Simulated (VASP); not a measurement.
These are PBEsol GGA, VASP's PBE PAW potentials (set 64) (plane waves; VASP 6.6.1) values and carry that method's errors.

The input files of a VASP run:

INCAR:
```
GGA = PS   ! PBEsol
SYSTEM = FeO
LASPH = .TRUE.   ! aspherical one-centre terms
EDIFF = 1E-7   ! SCF stop (eV)
LORBIT = 11   ! lm-projected
LCHARG = .TRUE.
ISMEAR = -5
ENCUT = 520
LMAXMIX = 4   ! l cut-off of mixed one-centre charges
ISPIN = 2
NEDOS = 601   ! DOS grid
ISIF = 2
MAGMOM = 3.5 0.4
LWAVE = .FALSE.
PREC = Accurate
ALGO = Normal   ! blocked Davidson
LREAL = .FALSE.   ! projection in real space or not
NELM = 100
```

**POSCAR**
```
FeO
1
    2.6111102159     0.0000000000     0.0000000000
    0.0000000000     2.6111102159     0.0000000000
    0.0000000000     0.0000000000     2.6111102159
Fe O
1 1
Direct
  0.0000000000   0.0000000000   0.0000000000
  0.5000000000   0.5000000000   0.5000000000
```

### KPOINTS
```
Automatic mesh
0
Gamma
16 16 16
0 0 0
```

POTCAR, in this order: Fe O (PBE.64 set). Program: vasp_std.

Output of the run:

OUTCAR:
```
 ion  position               nearest neighbor table
   1  0.000  0.000  0.000-   2 2.26   2 2.26   2 2.26   2 2.26   2 2.26   2 2.26   2 2.26   2 2.26
  LATTYP: Found a simple cubic cell.
 ALAT       =     2.6111102159
 Subroutine PRICEL returns:
 Original cell was already a primitive cell.
 Subroutine GETGRP returns: Found 48 space group operations
The static configuration has the point symmetry O_h .
The dynamic configuration has the point symmetry O_h .
The overall configuration has the point symmetry O_h .
 Subroutine INISYM returns: Found 48 space group operations
 Subroutine IBZKPT returns following result:
 Found    165 irreducible k-points:

 Following reciprocal coordinates:
            Coordinates               Weight
  0.000000  0.000000  0.000000      1.000000
  0.062500  0.000000  0.000000      6.000000
  0.125000  0.000000  0.000000      6.000000
  0.187500  0.000000  0.000000      6.000000
  0.250000  0.000000  0.000000      6.000000
  0.312500  0.000000  0.000000      6.000000
  0.375000  0.000000  0.000000      6.000000
  0.437500  0.000000  0.000000      6.000000
  0.500000  0.000000  0.000000      3.000000
  0.062500  0.062500  0.000000     12.000000
  0.125000  0.062500  0.000000     24.000000
  0.187500  0.062500  0.000000     24.000000
  0.250000  0.062500  0.000000     24.000000
  0.312500  0.062500  0.000000     24.000000
  0.375000  0.062500  0.000000     24.000000
  0.437500  0.062500  0.000000     24.000000
  0.500000  0.062500  0.000000     12.000000
  0.125000  0.125000  0.000000     12.000000
  0.187500  0.125000  0.000000     24.000000
  0.250000  0.125000  0.000000     24.000000
  0.312500  0.125000  0.000000     24.000000
  0.375000  0.125000  0.000000     24.000000
  0.437500  0.125000  0.000000     24.000000
  0.500000  0.125000  0.000000     12.000000
  0.187500  0.187500  0.000000     12.000000
  0.250000  0.187500  0.000000     24.000000
  0.312500  0.187500  0.000000     24.000000
  0.375000  0.187500  0.000000     24.000000
  0.437500  0.187500  0.000000     24.000000
  0.500000  0.187500  0.000000     12.000000
  0.250000  0.250000  0.000000     12.000000
  0.312500  0.250000  0.000000     24.000000
  0.375000  0.250000  0.000000     24.000000
  0.437500  0.250000  0.000000     24.000000
  0.500000  0.250000  0.000000     12.000000
  0.312500  0.312500  0.000000     12.000000
  0.375000  0.312500  0.000000     24.000000
  0.437500  0.312500  0.000000     24.000000
  0.500000  0.312500  0.000000     12.000000
  0.375000  0.375000  0.000000     12.000000
   k-points           NKPTS =    165   k-points in BZ     NKDIM =    165   number of bands    NBANDS=     13
   number of dos      NEDOS =    601   number of ions     NIONS =      2
   total plane-waves  NPLWV =   8000
   dimension x,y,z NGX =    20 NGY =   20 NGZ =   20
   dimension x,y,z NGXF=    40 NGYF=   40 NGZF=   40
   ions per type =               1   1
   PREC   = accura    normal or accurate (medium, high low for compatibility)
   ISTART =      0    job   : 0-new  1-cont  2-samecut
   ICHARG =      2    charge: 1-file 2-atom 10-const
   ISPIN  =      2    spin polarized calculation?
   LNONCOLLINEAR =      F non collinear calculations
   LSORBIT =      F    spin-orbit coupling
   INIWAV =      1    electr: 0-lowe 1-rand  2-diag
   ENCUT  =  520.0 eV  38.22 Ry    6.18 a.u.   4.85  4.85  4.85*2*pi/ulx,y,z
   NELM   =    100;   NELMIN=  2; NELMDL= -5     # of ELM steps
   EDIFF  = 0.1E-06   stopping-criterion for ELM
   LREAL  =      F    real-space projection
   NLSPLINE    = F    spline interpolate recip. space projectors
   LMAXMIX     =    4 max onsite mixed and CHGCAR
...
```

OSZICAR:
```
       N       E                     dE             d eps       ncg     rms          rms(c)
DAV:   1     0.729134947150E+02    0.72913E+02   -0.72541E+03  9092   0.129E+03
DAV:   2    -0.124744768092E+02   -0.85388E+02   -0.74179E+02  8908   0.253E+02
DAV:   3    -0.177466160582E+02   -0.52721E+01   -0.51417E+01  9845   0.720E+01
DAV:   4    -0.177974597565E+02   -0.50844E-01   -0.50795E-01 10020   0.690E+00
DAV:   5    -0.177978891830E+02   -0.42943E-03   -0.42942E-03 10090   0.662E-01    0.154E+01
DAV:   6    -0.160249570073E+02    0.17729E+01   -0.19742E+01 10955   0.763E+01    0.187E+01
DAV:   7    -0.154123842024E+02    0.61257E+00   -0.38367E+00 10781   0.488E+01    0.873E+00
DAV:   8    -0.153567810416E+02    0.55603E-01   -0.33793E-01 12080   0.986E+00    0.489E+00
DAV:   9    -0.153543007226E+02    0.24803E-02   -0.25513E-01 12361   0.104E+01    0.191E+00
DAV:  10    -0.153311875406E+02    0.23113E-01   -0.10388E-01 12022   0.795E+00    0.217E-01
DAV:  11    -0.153318758445E+02   -0.68830E-03   -0.58972E-03 10368   0.836E-01    0.794E-02
DAV:  12    -0.153319005133E+02   -0.24669E-04   -0.88611E-05 10413   0.123E-01    0.390E-02
DAV:  13    -0.153319021498E+02   -0.16365E-05   -0.85751E-06 10976   0.286E-02    0.234E-02
DAV:  14    -0.153319030721E+02   -0.92233E-06   -0.20470E-05 12591   0.973E-02    0.132E-02
DAV:  15    -0.153319013568E+02    0.17153E-05   -0.51885E-06 12636   0.472E-02    0.309E-03
DAV:  16    -0.153319015657E+02   -0.20889E-06   -0.47633E-07  9579   0.790E-03    0.211E-03
DAV:  17    -0.153319015054E+02    0.60359E-07   -0.95633E-08  4745   0.687E-03
   1 F= -.15331902E+02 E0= -.15331902E+02  d E =0.000000E+00  mag=     4.0000
```

**OUTCAR**
```
------------------------ aborting loop because EDIFF is reached ----------------------------------------
  FORCE on cell =-STRESS in cart. coord.  units (eV):
  Direction    XX          YY          ZZ          XY          YZ          ZX
  --------------------------------------------------------------------------------------
  Total        0.0008880      0.0008880      0.0008880      0.0000000      0.0000000     -0.0000000
  in kB        0.0799156      0.0799156      0.0799156      0.0000000      0.0000000     -0.0000000
  external PRESSURE =       0.0799156 kB  Pullay stress =       0.0000000 kB
  volume of cell :       17.80
      direct lattice vectors                 reciprocal lattice vectors
     2.611110216  0.000000000  0.000000000     0.382978855  0.000000000  0.000000000
     0.000000000  2.611110216  0.000000000     0.000000000  0.382978855  0.000000000
     0.000000000  0.000000000  2.611110216     0.000000000  0.000000000  0.382978855
 POSITION                                       TOTAL-FORCE (eV/Angst)
 -----------------------------------------------------------------------------------
      0.00000      0.00000      0.00000         0.000000      0.000000      0.000000
      1.30556      1.30556      1.30556         0.000000      0.000000      0.000000
 -----------------------------------------------------------------------------------
    total drift:                                0.000000      0.000000      0.000000
  FREE ENERGIE OF THE ION-ELECTRON SYSTEM (eV)
  ---------------------------------------------------
  free  energy   TOTEN  =       -15.3319015054 eV

  energy  without entropy=      -15.3319015054  energy(sigma->0) =      -15.33190151

 total charge

# of ion       s       p       d       tot
------------------------------------------
    1        0.309   0.386   6.132   6.827
    2        1.565   3.384   0.000   4.949
--------------------------------------------------
tot          1.874   3.770   6.132  11.776

 magnetization (x)

# of ion       s       p       d       tot
------------------------------------------
    1        0.008   0.019   3.489   3.515
    2        0.030   0.352   0.000   0.382
--------------------------------------------------
tot          0.038   0.371   3.489   3.897
```
(Selected blocks of OUTCAR.)

The moments were started parallel, and other spin orders were not tried in this run. For a metal the tetrahedron method with Blöchl corrections gives inexact stress and forces.

The structure was generated: FeO was put into the CsCl type type (Pm-3m), which need not be its known phase. It was relaxed first.
